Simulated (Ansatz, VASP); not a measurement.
# H47C18S9N3O13F6 in two plane-wave programs

Wanted: the spread between two codes on one cell, functional and k mesh. The cell is taken from a series of runs on this material, whose earlier steps may have relaxed, scaled, displaced or heated it; both programs get it as it stands.

Method: plane waves, with VASP 6.6.1 beside it; PBE with D3(BJ), in Ansatz 0.2.0.

## (1) The structure

The cell holds 96 atoms: 18 C, 9 S, 47 H, 3 N, 13 O and 6 F. Cell: a = 10.340 Å, b = 10.340 Å, c = 10.340 Å, α = 90.0°, β = 90.0°, γ = 90.0°.

## (2) Ansatz: single point, PBE with D3(BJ)

Ansatz runs on its default PAW (the set named soft_2) files.

A single point takes one fixed geometry, so differences don't come from the geometry; what else differs is listed under the comparison.

Contents of input.yaml:

```yaml
crystal:
  lattice:
    - [10.34014, 0.0, 0.0]
    - [0.0, 10.34014, 0.0]
    - [0.0, 0.0, 10.34014]
  atoms:
    - { symbol: C, position: [0.60452, 0.69308, 0.92942] }
    - { symbol: C, position: [0.48197, 0.69808, 0.00269] }
    - { symbol: S, position: [0.5221, 0.65279, 0.16401] }
    - { symbol: C, position: [0.48196, 0.78412, 0.26805] }
    - { symbol: C, position: [0.60167, 0.83736, 0.33665] }
    - { symbol: C, position: [0.38544, 0.55268, 0.1933] }
    - { symbol: C, position: [0.35502, 0.52242, 0.33717] }
    - { symbol: H, position: [0.69024, 0.73132, 0.98415] }
    - { symbol: H, position: [0.60531, 0.76164, 0.8411] }
    - { symbol: H, position: [0.64305, 0.59444, 0.89792] }
    - { symbol: H, position: [0.45117, 0.79916, 0.00141] }
    - { symbol: H, position: [0.41068, 0.63316, 0.95533] }
    - { symbol: H, position: [0.4485, 0.85739, 0.20361] }
    - { symbol: H, position: [0.40485, 0.77357, 0.33196] }
    - { symbol: H, position: [0.66872, 0.86684, 0.2591] }
    - { symbol: H, position: [0.57077, 0.91927, 0.39552] }
    - { symbol: H, position: [0.64688, 0.7659, 0.39189] }
    - { symbol: H, position: [0.41435, 0.46156, 0.14644] }
    - { symbol: H, position: [0.30446, 0.58661, 0.13737] }
    - { symbol: H, position: [0.33249, 0.61286, 0.39445] }
    - { symbol: H, position: [0.43813, 0.47658, 0.39264] }
    - { symbol: H, position: [0.27971, 0.45225, 0.33745] }
    - { symbol: C, position: [0.92415, 0.73161, 0.17445] }
    - { symbol: C, position: [0.98566, 0.61854, 0.25426] }
    - { symbol: S, position: [0.87528, 0.57589, 0.39143] }
    - { symbol: C, position: [0.88573, 0.71234, 0.49342] }
    - { symbol: C, position: [0.82735, 0.67798, 0.62531] }
    - { symbol: C, position: [0.99725, 0.48769, 0.46487] }
    - { symbol: C, position: [0.00304, 0.36354, 0.39296] }
    - { symbol: H, position: [0.81736, 0.72024, 0.18263] }
    - { symbol: H, position: [0.94206, 0.83154, 0.22017] }
    - { symbol: H, position: [0.96435, 0.73125, 0.0816] }
    - { symbol: H, position: [0.98487, 0.52308, 0.20162] }
    - { symbol: H, position: [0.09146, 0.63343, 0.29222] }
    - { symbol: H, position: [0.8378, 0.79909, 0.4498] }
    - { symbol: H, position: [0.99026, 0.73619, 0.50005] }
    - { symbol: H, position: [0.82345, 0.77213, 0.67989] }
    - { symbol: H, position: [0.71788, 0.6511, 0.60913] }
    - { symbol: H, position: [0.87408, 0.60253, 0.6742] }
    - { symbol: H, position: [0.09103, 0.54008, 0.46012] }
    - { symbol: H, position: [0.97291, 0.4661, 0.56744] }
    - { symbol: H, position: [0.04225, 0.28402, 0.45319] }
    - { symbol: H, position: [0.90841, 0.32314, 0.36186] }
    - { symbol: H, position: [0.07157, 0.36702, 0.307] }
    - { symbol: C, position: [0.90574, 0.34805, 0.81452] }
    - { symbol: C, position: [0.83418, 0.37502, 0.94185] }
    - { symbol: S, position: [0.83402, 0.23219, 0.04478] }
    - { symbol: C, position: [0.80585, 0.09252, 0.94229] }
    - { symbol: C, position: [0.79253, 0.97889, 0.02924] }
    - { symbol: C, position: [0.68027, 0.25298, 0.12171] }
    - { symbol: C, position: [0.68602, 0.36892, 0.21171] }
[... 9 lines left out ...]
    - { symbol: H, position: [0.69889, 0.94465, 0.06246] }
    - { symbol: H, position: [0.65399, 0.1667, 0.17594] }
    - { symbol: H, position: [0.60797, 0.25875, 0.04788] }
    - { symbol: H, position: [0.59015, 0.3727, 0.25694] }
    - { symbol: H, position: [0.76296, 0.3669, 0.28687] }
    - { symbol: H, position: [0.71834, 0.45243, 0.15443] }
    - { symbol: "N", position: [0.16009, 0.15064, 0.20162] }
    - { symbol: S, position: [0.29756, 0.1693, 0.14226] }
    - { symbol: O, position: [0.3574, 0.05563, 0.08248] }
    - { symbol: O, position: [0.38847, 0.25431, 0.2072] }
    - { symbol: F, position: [0.24445, 0.25497, 0.02355] }
    - { symbol: S, position: [0.14281, 0.03828, 0.31368] }
    - { symbol: O, position: [0.23427, 0.05192, 0.42053] }
    - { symbol: O, position: [0.00861, 0.01285, 0.33969] }
    - { symbol: F, position: [0.18655, 0.90482, 0.23523] }
    - { symbol: "N", position: [0.23406, 0.92675, 0.70517] }
    - { symbol: S, position: [0.26184, 0.79868, 0.63724] }
    - { symbol: O, position: [0.19704, 0.76334, 0.51499] }
    - { symbol: O, position: [0.29373, 0.69503, 0.72353] }
    - { symbol: F, position: [0.40037, 0.84545, 0.58012] }
    - { symbol: S, position: [0.11726, 0.01733, 0.72989] }
    - { symbol: O, position: [0.00383, 0.97192, 0.66237] }
    - { symbol: O, position: [0.11884, 0.07281, 0.85732] }
    - { symbol: F, position: [0.16416, 0.13494, 0.64466] }
    - { symbol: "N", position: [0.49502, 0.28093, 0.65823] }
    - { symbol: S, position: [0.4835, 0.40996, 0.73551] }
    - { symbol: O, position: [0.56125, 0.39759, 0.85258] }
    - { symbol: O, position: [0.34972, 0.45715, 0.74564] }
    - { symbol: F, position: [0.55506, 0.5239, 0.6524] }
    - { symbol: S, position: [0.62476, 0.21624, 0.59392] }
    - { symbol: O, position: [0.67645, 0.29415, 0.49319] }
    - { symbol: O, position: [0.71245, 0.14486, 0.677] }
    - { symbol: F, position: [0.55317, 0.1006, 0.5254] }
    - { symbol: O, position: [0.16475, 0.57565, 0.94076] }
    - { symbol: H, position: [0.22828, 0.53513, 0.88725] }
    - { symbol: H, position: [0.14569, 0.65525, 0.89448] }
kpoints:
  mp_grid: { grid: [1, 1, 1] }
hamiltonian:
  xc: pbe
  dispersion: d3bj
scf:
  occupations: { method: fermi_dirac, width: 0.025 }
output:
  forces: true
  stress: true
  populations: intrinsic
  dos:
    method: { smearing: { sigma: 0.1 } }
    de: 0.1
    projected: { site_lists: { C: [C], F: [F], H: [H], "N": ["N"], O: [O] } }
  eigenvalues: true
  write_density: true
  write_potential: true
  volumetric_format: npy
```

Launch:

```sh
$ ansatz run input.yaml --threads 4 --pin off --max-ram 8192MiB --backend cpu --events-out ev --progress --plain --runs-dir out
```

Numbers of over 12 decimals in the logs are rounded to 6 here.

What it wrote:

```text
Engine: ansatz 0.2.0, aarch64-unknown-linux-gnu
Pseudopotentials: kind: paw
Pseudopotential: C, paw, valence charge 4, recommended cutoff 420 eV (normal), C.paw.azcp
Pseudopotential: S, paw, valence charge 6, recommended cutoff 420 eV (normal), S.paw.azcp
Pseudopotential: H, paw, valence charge 1, recommended cutoff 420 eV (normal), H.paw.azcp
Pseudopotential: N, paw, valence charge 5, recommended cutoff 420 eV (normal), N.paw.azcp
Pseudopotential: O, paw, valence charge 6, recommended cutoff 420 eV (normal), O.paw.azcp
Pseudopotential: F, paw, valence charge 7, recommended cutoff 420 eV (normal), F.paw.azcp
Functional definition: PBE
  parameter kappa = 0.804
  parameter beta = 0.066725
  exchange = pbe_x(kappa = kappa, mu = beta*pi^2/3)
  correlation = pbe_c(beta = beta)
Crystal: 96 atoms, lattice volume = 1105.552 Å³
Basis set: ecut = 420 eV, 21631 PW (Γ), exchange–correlation on 144×144×144 points (8 copies of the dense FFT grid, shifted against one another)
Bands: 250, of which v1, the nominal top of the filled ones, is band 154 counted from 1 (153 counted from 0)
Symmetry: 1 space group operations
Space group: P1 (ITA 1), of the structure as read, at distance tolerance 1.0e-4 Å
k-points: 1
Non-local potential: C, projectors of the file, l = 0: 2, l = 1: 2, l = 2: 1
Non-local potential: S, projectors of the file, l = 0: 2, l = 1: 2, l = 2: 2
Non-local potential: H, projectors of the file, l = 0: 2, l = 1: 1
Non-local potential: N, projectors of the file, l = 0: 2, l = 1: 2, l = 2: 1
Non-local potential: O, projectors of the file, l = 0: 2, l = 1: 2, l = 2: 1
Non-local potential: F, projectors of the file, l = 0: 2, l = 1: 2, l = 2: 1
PAW form: soft (Blöchl's): semilocal exchange-correlation on the pseudo side does not see the compensation charge
PAW one-centre angular grid: C, 110 points (default); XC on 64 Gauss nodes
PAW one-centre angular grid: S, 110 points (default); XC on 64 Gauss nodes
PAW one-centre angular grid: H, 110 points (default); XC on 64 Gauss nodes
PAW one-centre angular grid: N, 110 points (default); XC on 64 Gauss nodes
PAW one-centre angular grid: O, 110 points (default); XC on 64 Gauss nodes
PAW one-centre angular grid: F, 110 points (default); XC on 64 Gauss nodes
Initial density: superposition of atomic densities (neutral atoms: chi_scale 0, normalization atom), corrected by the library's trained network
Initial wavefunctions: pseudopotential atomic-orbital guess
Functional: x = pbe(κ = 0.804, μ = 0.219515), c = pbe(β = 0.066725)
SCF iter   1: F=—  HF=-26757.519834 eV  |F-HF|=—  |Δ(HF+E_count)|=         —  Δρ=4.47e-3  dr2=3.04e-1  ethr=1.77e-3  ⟨swp⟩=6.0  Hψ=1218  notcnv=0  defer=29
preconditioner: auto → Resta (q_TF=auto, 2.205 Å⁻¹)  ε∞=2.6  [insulator: Δε(μ)=3.852 eV  Ē_g=15.333 eV  σ=0.025 eV  W_gap=1.00  n_scr=202 (ndim 8)  ℏωp=19.2 eV  f_vac=0.248  D(μ)=0.00/eV (n_scr^D=0)  ε∞_Penn≈2.6]
SCF iter   2: F=—  HF=-26757.425456 eV  |F-HF|=—  |Δ(HF+E_count)|=   9.44e-2  Δρ=2.38e-3  dr2=5.89e-2  ethr=9.88e-5  ⟨swp⟩=2.0  Hψ=363  notcnv=0  defer=89
SCF iter   3: F=—  HF=-26757.437529 eV  |F-HF|=—  |Δ(HF+E_count)|=   1.21e-2  Δρ=1.23e-3  dr2=1.96e-2  ethr=1.91e-5  ⟨swp⟩=2.0  Hψ=316  notcnv=0  defer=89
SCF iter   4: F=—  HF=-26757.436506 eV  |F-HF|=—  |Δ(HF+E_count)|=   1.02e-3  Δρ=4.21e-4  dr2=2.29e-3  ethr=6.38e-6  ⟨swp⟩=2.0  Hψ=313  notcnv=0  defer=89
SCF iter   5: F=—  HF=-26757.436400 eV  |F-HF|=—  |Δ(HF+E_count)|=   1.06e-4  Δρ=1.90e-4  dr2=4.47e-4  ethr=7.42e-7  ⟨swp⟩=2.0  Hψ=307  notcnv=0  defer=89
SCF iter   6: F=—  HF=-26757.436361 eV  |F-HF|=—  |Δ(HF+E_count)|=   3.86e-5  Δρ=8.26e-5  dr2=8.26e-5  ethr=1.45e-7  ⟨swp⟩=2.0  Hψ=312  notcnv=0  defer=89
SCF iter   7: F=—  HF=-26757.437367 eV  |F-HF|=—  |Δ(HF+E_count)|=   1.01e-3  Δρ=3.45e-5  dr2=1.30e-5  ethr=2.68e-8  ⟨swp⟩=2.0  Hψ=392  notcnv=0  defer=89
SCF iter   8: F=—  HF=-26757.437366 eV  |F-HF|=—  |Δ(HF+E_count)|=   1.37e-6  Δρ=1.38e-5  dr2=2.01e-6  ethr=4.23e-9  ⟨swp⟩=2.0  Hψ=309  notcnv=0  defer=89
SCF iter   9: F=—  HF=-26757.437366 eV  |F-HF|=—  |Δ(HF+E_count)|=   6.64e-8  Δρ=4.22e-6  dr2=2.02e-7  ethr=6.53e-10  ⟨swp⟩=2.0  Hψ=303  notcnv=0  defer=89
SCF iter  10: F=-26757.437366 eV  HF=-26757.437366 eV  |F-HF|=2.70e-8  |Δ(HF+E_count)|=   7.48e-9  Δρ=2.13e-6  dr2=4.61e-8  ethr=3.25e-11  ⟨swp⟩=19.0  Hψ=2100  notcnv=0
SCF 1 converged in 10 iterations: F = -26757.437366 eV  dr2 = 4.61e-8
  greatest PAW one-centre occupation: 0.936 electrons in one spin orbital (limit 2), on the F atom at site 83 (counted from 0), in its partial waves of l = 0
[...]
atom  25  S      0.78985112     1.34337338    -1.01836590
  atom  26  C      0.32140501     1.53608418     0.55410084
  atom  27  C     -3.31455948     2.23043400    -1.39487078
  atom  28  C      0.86827373    -1.45153349     1.68505703
  atom  29  C      1.30768940    -2.30897972    -1.20594605
  atom  30  H      0.46405442    -0.07792296    -0.78694254
  atom  31  H      0.11978003    -1.50788043    -0.45954574
  atom  32  H      0.29550636    -0.00803512    -1.74476203
  atom  33  H      0.05626679     0.94428523     0.09314890
  atom  34  H     -2.01822434     0.05182541    -0.46867096
  atom  35  H      0.21645249    -0.72350100     0.22735742
  atom  36  H     -0.30390676     0.01476408     0.03443815
  atom  37  H      0.31009618    -0.91683446    -0.11579007
  atom  38  H      1.95108843     0.27429712     0.46210758
  atom  39  H      0.80553000    -0.97598154     0.88828469
  atom  40  H     -0.58786700     0.00619254     0.30877876
  atom  41  H     -0.01393149     0.36650913    -0.47762183
  atom  42  H      0.05015726     0.37071773    -0.00609734
  atom  43  H      0.42825336     0.37745782     0.11377603
  atom  44  H     -0.93207350    -0.07081362     0.77056067
  atom  45  C      0.94326402     0.75892383     0.39993365
  atom  46  C     -0.72952252    -0.53676581    -0.75147713
  atom  47  S     -0.10122578    -0.27022645    -0.14379251
  atom  48  C     -0.07816117     0.46533639    -0.24054794
[...]
atom  89  F      0.03153369    -0.16230185    -0.05437031
  atom  90  S     -1.41711585    -0.42912693     1.59935519
  atom  91  O      0.79352283     0.96217819    -0.94215835
  atom  92  O     -0.24291453     0.69238718     0.14919375
  atom  93  F     -0.61632050    -0.20760878    -0.49243647
  atom  94  O     -0.87881849     0.50850039     0.83478259
  atom  95  H      0.59229065    -0.53536832    -0.76036703
  atom  96  H      0.23310917    -0.10360794    -0.03605413
  max |Σ_I F_I| component: 1.96e-4 eV/Å
--- Stress (GPa, compression-positive) ---
       -0.694810      -0.095871      -0.322786
       -0.095871       1.248343      -1.020878
       -0.322786      -1.020878       0.608302
  P = ⅓ Tr σ = 0.3873 GPa (3.873 kbar)
--- Band table (eV) ---
  k-point 0: bands = [... 150 lower, -0.5945, -0.2897, -0.1783, -0.1487, 3.4392, 3.5148, 4.1746, 4.4440, ... 92 higher]
--- intrinsic populations: 96 sites ---
  site symbol       q [e]
     0      C      4.4866
     1      C      4.4304
     2      S      5.2094
     3      C      4.4674
     4      C      4.5185
     5      C      4.4464
     6      C      4.5143
     7      H      0.8527
     8      H      0.8123
     9      H      0.8292
    10      H      0.7716
    11      H      0.7817
    12      H      0.7727
    13      H      0.7654
    14      H      0.8444
    15      H      0.7733
    16      H      0.8243
    17      H      0.7817
    18      H      0.7889
    19      H      0.8259
    20      H      0.8138
    21      H      0.7925
    22      C      4.5149
    23      C      4.3531
[...]
88      F      7.4982
    89      S      3.6463
    90      O      6.8905
    91      O      6.8626
    92      F      7.4742
    93      O      6.8240
    94      H      0.5960
    95      H      0.6014
  spilling = 0.000000 (of n_electrons = 308.000000)
```

In the SCF lines HF is the Harris–Foulkes energy and dr2 the Hartree energy of the density residual, in eV; the loop may stop once dr2 is under the threshold and the program's other checks hold. Hψ counts applications of the Hamiltonian.

## (3) VASP: single point, PBE with D3(BJ)

The same cell, functional, mesh and smearing now go to VASP, with its own data sets.

Lines of VASP's logs that name or quote its potential files are left out, and so is its time.

Contents of INCAR:

```
SYSTEM = H47C18S9N3O13F6
PREC = Accurate
ENCUT = 600
EDIFF = 1E-06
NELM = 120
ISMEAR = -1
SIGMA = 0.025
LREAL = Auto
ALGO = Normal
GGA = PE
IVDW = 12
NBANDS = 224
LORBIT = 11
LWAVE = .FALSE.
LCHARG = .FALSE.
ISIF = 2
LASPH = .TRUE.
GGA_COMPAT = .FALSE.
EFERMI = MIDGAP
NCORE = 2
```

Contents of POSCAR:

```
H47C18S9N3O13F6
1.0
   10.3401400000      0.0000000000      0.0000000000
    0.0000000000     10.3401400000      0.0000000000
    0.0000000000      0.0000000000     10.3401400000
C S H N O F
18 9 47 3 13 6
Direct
    0.6045200000      0.6930800000      0.9294200000
    0.4819700000      0.6980800000      0.0026900000
    0.4819600000      0.7841200000      0.2680500000
    0.6016700000      0.8373600000      0.3366500000
    0.3854400000      0.5526800000      0.1933000000
    0.3550200000      0.5224200000      0.3371700000
    0.9241500000      0.7316100000      0.1744500000
    0.9856600000      0.6185400000      0.2542600000
    0.8857300000      0.7123400000      0.4934200000
    0.8273500000      0.6779800000      0.6253100000
    0.9972500000      0.4876900000      0.4648700000
    0.0030400000      0.3635400000      0.3929600000
    0.9057400000      0.3480500000      0.8145200000
    0.8341800000      0.3750200000      0.9418500000
    0.8058500000      0.0925200000      0.9422900000
    0.7925300000      0.9788900000      0.0292400000
    0.6802700000      0.2529800000      0.1217100000
    0.6860200000      0.3689200000      0.2117100000
    0.5221000000      0.6527900000      0.1640100000
    0.8752800000      0.5758900000      0.3914300000
    0.8340200000      0.2321900000      0.0447800000
    0.2975600000      0.1693000000      0.1422600000
    0.1428100000      0.0382800000      0.3136800000
    0.2618400000      0.7986800000      0.6372400000
    0.1172600000      0.0173300000      0.7298900000
    0.4835000000      0.4099600000      0.7355100000
    0.6247600000      0.2162400000      0.5939200000
    0.6902400000      0.7313200000      0.9841500000
    0.6053100000      0.7616400000      0.8411000000
    0.6430500000      0.5944400000      0.8979200000
[... 60 atom lines left out ...]
    0.2444500000      0.2549700000      0.0235500000
    0.1865500000      0.9048200000      0.2352300000
    0.4003700000      0.8454500000      0.5801200000
    0.1641600000      0.1349400000      0.6446600000
    0.5550600000      0.5239000000      0.6524000000
    0.5531700000      0.1006000000      0.5254000000
```

Contents of KPOINTS:

```
Automatic mesh
0
Gamma
1 1 1
0 0 0
```

The projector-augmented-wave data sets are C, S, H, N, O and F (PBE family, release 64).

Launch:

```sh
$ mpirun -np 8 vasp_gam
```

What it wrote:

```text
[banner, memory and clock lines left out]
running    8 mpi-ranks, on    1 nodes
[...]
LDA part: xc-table for (Slater+PW92), standard interpolation
 POSCAR, INCAR and KPOINTS ok, starting setup
[...]
entering main loop
       N       E                     dE             d eps       ncg     rms          rms(c)
DAV:   1     0.273042656487E+04    0.27304E+04   -0.17897E+05   456   0.144E+03
DAV:   2    -0.255102566807E+03   -0.29855E+04   -0.28208E+04   560   0.322E+02
DAV:   3    -0.556794518933E+03   -0.30169E+03   -0.29891E+03   552   0.107E+02
DAV:   4    -0.563825548368E+03   -0.70310E+01   -0.69848E+01   576   0.178E+01
[...]
DAV:  17    -0.503182601176E+03    0.21220E-04   -0.19473E-05   584   0.239E-02    0.123E-02
DAV:  18    -0.503182600006E+03    0.11705E-05   -0.21682E-05   560   0.119E-02    0.752E-03
DAV:  19    -0.503182599516E+03    0.49008E-06   -0.24466E-06   432   0.404E-03
   1 F= -.50911190E+03 E0= -.50911190E+03  d E =0.000000E+00
```

From OUTCAR (step 3):

```text
  FREE ENERGIE OF THE ION-ELECTRON SYSTEM (eV)
  ---------------------------------------------------
  free  energy   TOTEN  =      -509.1118950278 eV

  energy  without entropy=     -509.1118950278  energy(sigma->0) =     -509.11189503

[... 1 further part left out ...]
```

The run ends at a pressure of -0.11 GPa, with forces up to 4.2 eV/Å.

## (4) Side by side

Known differences besides the potentials themselves: the cutoff is 420 eV in Ansatz and 600 eV in VASP (PREC = Accurate, projectors in real space). Total energies have different zeros and are not compared.

Both answers:

| quantity | Ansatz | VASP | difference |
| --- | --- | --- | --- |
| pressure (GPa) | 0.39 | -0.11 | +0.49 |
| gap on the k mesh (eV) | 3.588 | 3.631 | -0.043 |

Forces on 10 of the 96 atoms, those with the largest forces and the largest differences (eV/Å; atoms numbered as in POSCAR):

| atom | Ansatz x, y, z | VASP x, y, z |
| --- | --- | --- |
| C1 | 3.437, 0.501, -2.234 | 3.444, 0.498, -2.247 |
| C3 | 1.851, 1.687, -0.701 | 1.851, 1.622, -0.740 |
| C7 | -0.270, 0.463, 3.371 | -0.263, 0.462, 3.361 |
| C10 | -3.315, 2.230, -1.395 | -3.310, 2.222, -1.384 |
| C12 | 1.308, -2.309, -1.206 | 1.309, -2.322, -1.212 |
| S22 | 1.591, -0.657, -1.727 | 1.718, -0.739, -1.550 |
| S27 | -1.417, -0.429, 1.599 | -1.163, -0.218, 1.547 |
| N75 | -1.355, -1.447, 1.736 | -1.207, -1.483, 1.716 |
| O83 | -0.147, -0.214, 0.535 | -0.213, 0.027, 0.345 |
| O88 | 0.794, 0.962, -0.942 | 0.648, 0.748, -0.679 |

The forces differ by 71 meV/Å r.m.s., which is 8.2 % of the r.m.s. force of 0.862 eV/Å (both taken over all components). A gap on the mesh is an upper bound, since the band edges may lie between its points.

## (5) Summary of results

```json
{
 "r.m.s. force difference (single point, PBE with D3(BJ))": "8.2 % of the r.m.s. force",
 "difference in gap on the k mesh (single point, PBE with D3(BJ))": "-0.043 eV"
}
```

In words: The r.m.s. force difference is 8.2 % of the r.m.s. force (single point, PBE with D3(BJ)), beyond the 3 % picked in this series as the mark of a large difference. What causes the difference of the single point, PBE with D3(BJ) pair stays open here. How closely two codes agree says nothing of how well the functional describes the real material.

[Lines on the potential files, build, host, timing and source positions are cut from VASP's logs without a mark.]

[Logs are printed without paths, hosts, clocks, repeated set-up lines and the standing remarks that a program may print on its own settings, such as how far it seeks lower states.]

[Hosts, paths, dates, database ids (printed as entryN), source tags and the programs' standing remarks are cut or masked in the printed files.]
